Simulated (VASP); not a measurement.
# InPd: vacancies and antisites compared, part 3 of 6

Which native defect is cheapest in InPd, and how does that change with the growth condition? The start is a computed cell from the Materials Project.

VASP 6.6.1, plane waves and PAW; the level of theory is named at each step.

So far. Step 2 (Relaxing the host crystal): The run ended after 3 ionic steps, 0.008 eV below its first step, once forces and stress met EDIFFG = -0.02. Step 3 (The perfect supercell): The host is treated as a metal, as its relaxation found a gap under 0.3 eV or none, and only the neutral defect is run.

## (4) Reference In

This step: PBEsol; plane waves and PAW (In) (VASP 6.6.1).

System of this step: In. The structure is tetragonal, space group I4/mmm (No. 139). The conventional cell has a = 3.246 Å, b = 3.246 Å, c = 4.939 Å, α = 90.00°, β = 90.00°, γ = 90.00°. Nearest to In lie 12 In at 3.25 to 3.37 Å.

The reference for In is its crystal, relaxed at the cutoff of the large cell.

Input file INCAR:

```
SYSTEM = In
PREC = Normal
ENCUT = 300
EDIFF = 1E-05
NELM = 120
ISMEAR = 1
SIGMA = 0.1
LREAL = Auto
ALGO = Fast
GGA = PS
NBANDS = 7
LORBIT = 11
LWAVE = .FALSE.
LCHARG = .FALSE.
KPAR = 8
LASPH = .TRUE.
IBRION = 2
NSW = 25
ISIF = 3
EDIFFG = -0.02
POTIM = 0.4
```

Input file POSCAR:

```
In
1.0
   -1.6228100628      1.6228100628      2.4694200000
    1.6228100628     -1.6228100628      2.4694200000
    1.6228100628      1.6228100628     -2.4694200000
In
1
Direct
    0.0000000000      0.0000000000      0.0000000000
```

Input file KPOINTS:

```
Automatic mesh
0
Gamma
11 11 11
0 0 0
```

PAW data sets: In (PBE family, release 64).

Command:

```console
$ mpirun -np 8 vasp_std
```

What it wrote:

```text
[banner, memory and clock lines left out]
running    8 mpi-ranks, on    1 nodes
 distrk:  each k-point on    1 cores,    8 groups
 distr:  one band on    1 cores,    1 groups

 POSCAR found type information on POSCAR In
 POSCAR found :  1 types and       1 ions
 [... a notice as in an earlier step ...]

|                                                                             |
|               ----> ADVICE to this user running VASP <----                  |
|                                                                             |
|     You have a (more or less) 'small supercell' and for smaller cells       |
|     it is recommended to use the reciprocal-space projection scheme!        |
|     The real-space optimization is not efficient for small cells and it     |
|     is also less accurate ...                                               |
|     Therefore, set LREAL=.FALSE. in the INCAR file.                         |
|                                                                             |

 [... a notice as in an earlier step ...]

 LDA part: xc-table for (Slater+PW92), standard interpolation
 POSCAR, INCAR and KPOINTS ok, starting setup
 FFT: planning ... GRIDC
 FFT: planning ... GRID_SOFT
 FFT: planning ... GRID
 WAVECAR not read
 entering main loop
       N       E                     dE             d eps       ncg     rms          rms(c)
DAV:   1    -0.142128064503E+01   -0.14213E+01   -0.60446E+02  1848   0.155E+02
DAV:   2    -0.299023401460E+01   -0.15690E+01   -0.14961E+01  2324   0.177E+01
DAV:   3    -0.300044565288E+01   -0.10212E-01   -0.10210E-01  2226   0.153E+00
DAV:   4    -0.300045448992E+01   -0.88370E-05   -0.88370E-05  2744   0.497E-02
DAV:   5    -0.300045449288E+01   -0.29611E-08   -0.28106E-08  2233   0.578E-04    0.251E+00
RMM:   6    -0.298198390136E+01    0.18471E-01   -0.16625E-03  1764   0.173E-01    0.144E+00
RMM:   7    -0.296932031741E+01    0.12664E-01   -0.68276E-03  1846   0.344E-01    0.182E-01
RMM:   8    -0.296942881916E+01   -0.10850E-03   -0.31267E-04  1764   0.880E-02    0.615E-02
RMM:   9    -0.296942008400E+01    0.87352E-05   -0.60420E-05  1740   0.371E-02
   1 F= -.29694201E+01 E0= -.29694684E+01  d E =-.296942E+01
 curvature:   0.00 expect dE= 0.000E+00 dE for cont linesearch  0.000E+00
 trial: gam= 0.00000 g(F)=  0.117E-64 g(S)=  0.715E-03 ort = 0.000E+00 (trialstep = 0.100E+01)
 search vector abs. value=  0.715E-03
 bond charge predicted
       N       E                     dE             d eps       ncg     rms          rms(c)
DAV:   1    -0.297001232401E+01   -0.58350E-03   -0.46563E-03  2548   0.221E-01    0.657E-02
RMM:   2    -0.296995751586E+01    0.54808E-04   -0.45826E-05  1685   0.408E-02    0.366E-02
RMM:   3    -0.296992401078E+01    0.33505E-04   -0.33247E-05  1760   0.251E-02    0.975E-03
RMM:   4    -0.296992431037E+01   -0.29959E-06   -0.25955E-06   972   0.916E-03
   2 F= -.29699243E+01 E0= -.29699404E+01  d E =-.504226E-03
[... from here on, the cycles between the ionic steps are left out ...]
   3 F= -.29699862E+01 E0= -.29699761E+01  d E =-.566072E-03
   4 F= -.29699901E+01 E0= -.29699721E+01  d E =-.569998E-03
   5 F= -.29703117E+01 E0= -.29702360E+01  d E =-.321616E-03
   6 F= -.29712272E+01 E0= -.29711630E+01  d E =-.123707E-02
   7 F= -.29703085E+01 E0= -.29700357E+01  d E =-.318446E-03
   8 F= -.29712998E+01 E0= -.29711983E+01  d E =-.130969E-02
   9 F= -.29713099E+01 E0= -.29712150E+01  d E =-.131980E-02
 curvature:  -1.72 expect dE=-0.135E-03 dE for cont linesearch -0.368E-07
 trial: gam= 0.10526 g(F)=  0.249E-64 g(S)=  0.782E-04 ort =-0.248E-05 (trialstep = 0.208E+01)
 search vector abs. value=  0.809E-04
 bond charge predicted
       N       E                     dE             d eps       ncg     rms          rms(c)
DAV:   1    -0.297140026455E+01   -0.90268E-04   -0.21675E-03  2408   0.146E-01    0.524E-02
RMM:   2    -0.297136515895E+01    0.35106E-04   -0.16825E-05  1412   0.246E-02    0.285E-02
RMM:   3    -0.297134253229E+01    0.22627E-04   -0.19027E-05  1624   0.186E-02    0.746E-03
RMM:   4    -0.297134311679E+01   -0.58450E-06   -0.17020E-06   913   0.732E-03
  10 F= -.29713431E+01 E0= -.29712420E+01  d E =-.332318E-04
 trial-energy change:   -0.000033  1 .order   -0.000041   -0.000162    0.000081
 step:   1.3884(harm=  1.3884)  dis= 0.00000  next Energy=    -2.971364 (dE=-0.541E-04)
 reached required accuracy - stopping structural energy minimisation
```

Wall time 11 s (8 MPI ranks of AMD EPYC 7R13 (Zen 3), shared host); peak memory 0.75 GiB; 83 s of CPU time.

From OUTCAR (step 4):

```text
  LATTYP: Found a body centered tetragonal cell.
 ALAT       =     3.2456201256
 C/A-ratio  =     1.5216937931

 Subroutine GETGRP returns: Found 16 space group operations
 (whereof 16 operations were pure point group operations)

The static configuration has the point symmetry D_4h.

 Found    126 irreducible k-points:

   k-points           NKPTS =    126   k-points in BZ     NKDIM =    126   number of bands    NBANDS=      7

   dimension x,y,z NGX =    14 NGY =   14 NGZ =   14
   dimension x,y,z NGXF=    28 NGYF=   28 NGZF=   28

   ENCUT  =  300.0 eV  22.05 Ry    4.70 a.u.   4.76  4.76  4.76*2*pi/ulx,y,z

   NELECT =       3.0000    total number of electrons

 E-fermi :   4.9649

 k-point     1 :       0.0000    0.0000    0.0000
  band No.  band energies     occupation
      1      -4.7014      2.00000
      2      15.6496      0.00000
      3      15.6496      0.00000
      4      15.7612      0.00000
      5      16.5417      0.00000
      6      17.8686      0.00000
    ...

 k-point     2 :       0.0909    0.0000   -0.0000
  band No.  band energies     occupation
      1      -4.5184      2.00000
      2      13.5367      0.00000
      3      15.2766      0.00000
      4      15.3408      0.00000
      5      16.2956      0.00000
      6      18.5152      0.00000
    ...

  Total       -0.0136749     -0.0136749     -0.0106480      0.0000000      0.0000000      0.0000000
  in kB       -0.8493220     -0.8493220     -0.6613287      0.0000000      0.0000000      0.0000000
  external PRESSURE =      -0.7866575 kB  Pullay stress =       0.0000000 kB

  energy-cutoff  :      300.00
  volume of cell :       25.80
      direct lattice vectors                 reciprocal lattice vectors
    -1.634506774  1.634506774  2.413958433     0.000000000  0.305902678  0.207128670
     1.634506774 -1.634506774  2.413958433     0.305902678  0.000000000  0.207128670
     1.634506774  1.634506774 -2.413958433     0.305902678  0.305902678 -0.000000000

 POSITION                                       TOTAL-FORCE (eV/Angst)
 -----------------------------------------------------------------------------------
     -0.00000      0.00000      0.00000        -0.000000     -0.000000      0.000000
 -----------------------------------------------------------------------------------
    total drift:                               -0.000000     -0.000000     -0.000000

  FREE ENERGIE OF THE ION-ELECTRON SYSTEM (eV)
  ---------------------------------------------------
  free  energy   TOTEN  =        -2.9713431168 eV

  energy  without entropy=       -2.9710398229  energy(sigma->0) =       -2.97124202

 total charge
# of ion       s       p       d       tot
------------------------------------------
    1        1.366   0.957   0.103   2.426

[... 1 part as in an earlier step ...]

[... 7 further parts left out ...]
```

CONTCAR:

```
In
   1.00000000000000
    -1.6345067742173625    1.6345067742173627    2.4139584328209369
     1.6345067742173625   -1.6345067742173622    2.4139584328209369
     1.6345067742173625    1.6345067742173622   -2.4139584328209369
  In
     1
Direct
     0.0000000000000000    0.0000000000000000    0.0000000000000000
```

The run keeps the 16 symmetry operations of its start, so it cannot find a distortion of lower symmetry.

Step by step:

| step | energy less that of the first step (eV) | largest force (eV/Å) | pressure (GPa) | volume (Å³) |
| --- | --- | --- | --- | --- |
| 1 | 0.0000 | 0.0000 | -0.43 | 26.01 |
| 2 | -0.0005 | 0.0000 | -0.06 | 25.80 |
| 3 | -0.0006 | 0.0000 | 0.08 | 25.71 |
| 4 | -0.0006 | 0.0000 | 0.11 | 25.68 |
| 5 | -0.0009 | 0.0000 | 0.11 | 25.67 |
| 6 | -0.0018 | 0.0000 | 0.14 | 25.65 |
| 7 | -0.0009 | 0.0000 | 0.35 | 25.59 |
| 8 | -0.0019 | 0.0000 | 0.20 | 25.63 |
| 9 | -0.0019 | 0.0000 | 0.16 | 25.64 |
| 10 | -0.0019 | 0.0000 | -0.08 | 25.80 |

| conventional cell, symmetrised | before | after | change |
| --- | --- | --- | --- |
| a (Å) | 3.246 | 3.269 | +0.7 % |
| b (Å) | 3.246 | 3.269 | +0.7 % |
| c (Å) | 4.939 | 4.828 | -2.2 % |
| volume (Å³/atom) | 26.01 | 25.80 | -0.8 % |

Final coordinates:

```
In
1.0
    -1.63451    1.63451    2.41396
     1.63451   -1.63451    2.41396
     1.63451    1.63451   -2.41396
In
1
Direct
  0.00000 0.00000 0.00000
```

This step gave:

```
electronic cycles       : 38
electrons               : 3
free energy (TOTEN)     : -2.971 eV
energy at zero smearing : -2.971 eV
Fermi energy            : 4.965 eV
```

The run ended after 10 ionic steps, 0.002 eV below its first step, once forces and stress met EDIFFG = -0.02.

Energy at zero smearing: -2.97124 eV.

## (5) Reference Pd

This step: PBEsol; plane waves and PAW (Pd) (VASP 6.6.1).

System of this step: Pd. The structure is cubic, space group Fm-3m (No. 225). Conventional cell: a = 3.890 Å, b = 3.890 Å, c = 3.890 Å, α = 90.00°, β = 90.00°, γ = 90.00°. Nearest to Pd lie 12 Pd at 2.75 Å.

The reference for Pd is its crystal, relaxed at the cutoff of the large cell.

Changes to INCAR since step 4:

```diff
@@ -1,2 +1,2 @@
-SYSTEM = In
+SYSTEM = Pd
 PREC = Normal
@@ -10,3 +10,4 @@
 GGA = PS
-NBANDS = 7
+NBANDS = 11
+LASPH = .TRUE.
 LORBIT = 11
@@ -15,3 +16,2 @@
 KPAR = 8
-LASPH = .TRUE.
 IBRION = 2
```

Input file POSCAR:

```
Pd
1.0
    0.0000000000      1.9450000000      1.9450000000
    1.9450000000      0.0000000000      1.9450000000
    1.9450000000      1.9450000000      0.0000000000
Pd
1
Direct
    0.0000000000      0.0000000000      0.0000000000
```

Input file KPOINTS:

```
Automatic mesh
0
Gamma
12 12 12
0 0 0
```

PAW data sets: Pd (PBE family, release 64).

Command:

```console
$ mpirun -np 8 vasp_std
```

What it wrote:

```text
[banner, memory and clock lines left out]
running    8 mpi-ranks, on    1 nodes
 distrk:  each k-point on    1 cores,    8 groups
 distr:  one band on    1 cores,    1 groups

 POSCAR found type information on POSCAR Pd
 POSCAR found :  1 types and       1 ions
 [... a notice as in an earlier step ...]

 [... a notice as in an earlier step ...]

 [... a notice as in an earlier step ...]

 LDA part: xc-table for (Slater+PW92), standard interpolation
 POSCAR, INCAR and KPOINTS ok, starting setup
 FFT: planning ... GRIDC
 FFT: planning ... GRID_SOFT
 FFT: planning ... GRID
 WAVECAR not read
 entering main loop
       N       E                     dE             d eps       ncg     rms          rms(c)
DAV:   1     0.237629072819E+02    0.23763E+02   -0.36077E+03  1648   0.525E+02
DAV:   2    -0.606317436808E+01   -0.29826E+02   -0.28626E+02  1833   0.135E+02
DAV:   3    -0.635413916512E+01   -0.29096E+00   -0.29042E+00  1877   0.139E+01
DAV:   4    -0.635555007362E+01   -0.14109E-02   -0.14108E-02  1933   0.104E+00
DAV:   5    -0.635556503260E+01   -0.14959E-04   -0.14958E-04  2085   0.911E-02    0.828E+00
RMM:   6    -0.598899919024E+01    0.36657E+00   -0.49698E-01  1584   0.643E+00    0.371E+00
RMM:   7    -0.597557494243E+01    0.13424E-01   -0.84682E-03  1584   0.986E-01    0.195E+00
RMM:   8    -0.597100941754E+01    0.45655E-02   -0.13640E-03  1584   0.329E-01    0.122E-01
RMM:   9    -0.597101181025E+01   -0.23927E-05   -0.15467E-04  1568   0.925E-02    0.227E-02
RMM:  10    -0.597101809897E+01   -0.62887E-05   -0.36655E-05  1369   0.440E-02
   1 F= -.59710181E+01 E0= -.59703269E+01  d E =-.597102E+01
 curvature:   0.00 expect dE= 0.000E+00 dE for cont linesearch  0.000E+00
 trial: gam= 0.00000 g(F)=  0.844E-63 g(S)=  0.121E-01 ort = 0.000E+00 (trialstep = 0.100E+01)
 search vector abs. value=  0.121E-01
 bond charge predicted
       N       E                     dE             d eps       ncg     rms          rms(c)
DAV:   1    -0.613793170246E+01   -0.16692E+00   -0.30465E+00  1755   0.171E+01    0.293E+00
RMM:   2    -0.596970553196E+01    0.16823E+00   -0.22210E-01  1584   0.418E+00    0.578E-01
RMM:   3    -0.596810081471E+01    0.16047E-02   -0.44376E-03  1584   0.654E-01    0.346E-01
RMM:   4    -0.596826528778E+01   -0.16447E-03   -0.13551E-03  1584   0.310E-01    0.345E-02
RMM:   5    -0.596827045337E+01   -0.51656E-05   -0.10376E-04  1531   0.745E-02    0.173E-02
RMM:   6    -0.596827394803E+01   -0.34947E-05   -0.20651E-05  1290   0.321E-02
   2 F= -.59682739E+01 E0= -.59675837E+01  d E =0.274415E-02
[...]
3 F= -.59734646E+01 E0= -.59727851E+01  d E =-.244648E-02
 curvature:  -0.22 expect dE=-0.227E-04 dE for cont linesearch -0.227E-04
 ZBRENT: interpolating
 opt :   0.3471  next Energy=    -5.973482 (dE=-0.246E-02)
 bond charge predicted
       N       E                     dE             d eps       ncg     rms          rms(c)
DAV:   1    -0.597367538285E+01   -0.21748E-03   -0.34435E-03  1868   0.567E-01    0.963E-02
RMM:   2    -0.597348153317E+01    0.19385E-03   -0.29976E-04  1584   0.153E-01    0.226E-02
RMM:   3    -0.597348147279E+01    0.60379E-07   -0.55507E-06   977   0.210E-02
   4 F= -.59734815E+01 E0= -.59728013E+01  d E =-.246337E-02
 curvature:  -0.17 expect dE=-0.108E-06 dE for cont linesearch -0.108E-06
 trial: gam= 0.00000 g(F)=  0.601E-64 g(S)=  0.622E-06 ort =-0.869E-04 (trialstep = 0.869E+00)
 search vector abs. value=  0.623E-06
 reached required accuracy - stopping structural energy minimisation
```

Elapsed: 5 s, on 8 MPI ranks; peak memory 0.64 GiB; 34 s of CPU time.

OUTCAR, selected parts (step 5):

```text
   k-points           NKPTS =     72   k-points in BZ     NKDIM =     72   number of bands    NBANDS=     11

   ENCUT  =  300.0 eV  22.05 Ry    4.70 a.u.   3.88  3.88  3.88*2*pi/ulx,y,z

   NELECT =      10.0000    total number of electrons

 E-fermi :   9.8453

 k-point     1 :       0.0000    0.0000    0.0000
  band No.  band energies     occupation
    ...
      2       6.9495      2.00000
      3       6.9495      2.00000
      4       6.9495      2.00000
      5       8.6249      2.00000
      6       8.6249      2.00000
      7      27.0146      0.00000
      8      31.8740      0.00000
      9      31.8740      0.00000
     10      31.8740      0.00000
     11      35.9622      0.00000

  Total        0.0023187      0.0023187      0.0023187     -0.0000000      0.0000000      0.0000000
  in kB        0.2557580      0.2557580      0.2557580     -0.0000000      0.0000000      0.0000000
  external PRESSURE =       0.2557580 kB  Pullay stress =       0.0000000 kB

 POSITION                                       TOTAL-FORCE (eV/Angst)
 -----------------------------------------------------------------------------------
      0.00000      0.00000      0.00000        -0.000000      0.000000      0.000000
 -----------------------------------------------------------------------------------
    total drift:                               -0.000000     -0.000000     -0.000000

  FREE ENERGIE OF THE ION-ELECTRON SYSTEM (eV)
  ---------------------------------------------------
  free  energy   TOTEN  =        -5.9734814728 eV

  energy  without entropy=       -5.9714408284  energy(sigma->0) =       -5.97280126

[... 3 parts as in an earlier step ...]

[... 13 further parts left out ...]
```

Relaxation path:

| step | energy less that of the first step (eV) | largest force (eV/Å) | pressure (GPa) | volume (Å³) |
| --- | --- | --- | --- | --- |
| 1 | 0.0000 | 0.0000 | -3.53 | 14.72 |
| 2 | 0.0027 | 0.0000 | 4.53 | 14.17 |
| 3 | -0.0024 | 0.0000 | 0.33 | 14.51 |
| 4 | -0.0025 | 0.0000 | 0.03 | 14.53 |

| conventional cell, symmetrised | before | after | change |
| --- | --- | --- | --- |
| a (Å) | 3.890 | 3.873 | -0.4 % |
| b (Å) | 3.890 | 3.873 | -0.4 % |
| c (Å) | 3.890 | 3.873 | -0.4 % |
| volume (Å³/atom) | 14.72 | 14.53 | -1.3 % |

Final coordinates:

```xyz
1
Lattice="0.0000 1.9366 1.9366 1.9366 0.0000 1.9366 1.9366 1.9366 0.0000" Properties=species:S:1:pos:R:3 pbc="T T T"
Pd    0.0000    0.0000    0.0000
```

This step gave:

- electronic cycles: 24
- electrons: 10
- free energy (TOTEN): -5.973 eV
- energy at zero smearing: -5.973 eV
- Fermi energy: 9.845 eV

The run ended after 4 ionic steps, 0.002 eV below its first step, once forces and stress met EDIFFG = -0.02.

Energy at zero smearing: -5.97280 eV.

(Continued in part 4 of 6.)

[Lines on the potential files, build, host, timing and source positions are cut from VASP's logs without a mark.]

[Logs are printed without paths, hosts, clocks, repeated set-up lines and the standing remarks that a program may print on its own settings, such as how far it seeks lower states.]

[Hosts, paths, dates, database ids (printed as entryN), source tags and the programs' standing remarks are cut or masked in the printed files.]

[In band tables of VASP the shares of atoms and orbitals are scaled to a sum of 1 inside the atoms' spheres.]

[Runs that stopped without an error message from VASP are left out.]
